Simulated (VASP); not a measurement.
```yaml
crystal:
  lattice:
    - [4.83545, 0.00000, 0.00000]
    - [0.00000, 4.83545, 0.00000]
    - [0.00000, 0.00000, 4.83545]
  atoms:
    - { symbol: Mo, position: [0.13749, 0.13749, 0.13749] }
    - { symbol: Mo, position: [0.63749, 0.36251, 0.86251] }
    - { symbol: Mo, position: [0.86251, 0.63749, 0.36251] }
    - { symbol: Mo, position: [0.36251, 0.86251, 0.63749] }
    - { symbol: Si, position: [0.84793, 0.84793, 0.84793] }
    - { symbol: Si, position: [0.34793, 0.65207, 0.15207] }
    - { symbol: Si, position: [0.15207, 0.34793, 0.65207] }
    - { symbol: Si, position: [0.65207, 0.15207, 0.34793] }
```

All values below come from PBEsol GGA, VASP's PBE PAW potentials (set 64) (plane waves; VASP 6.6.1). Settings: 400 eV cut-off, Gaussian smearing of 0.050 eV, potentials Mo_sv Si.

Question: Predict the band gap (along the path) with the smallest direct gap where there is one.

Answer: 
```json
{
 "band gap (along the path)": "none (metal, semimetal or under 0.01 eV)"
}
```

The structure was generated: SiMo was put into the FeSi type (P2_13), which need not be its known phase. It was relaxed first.
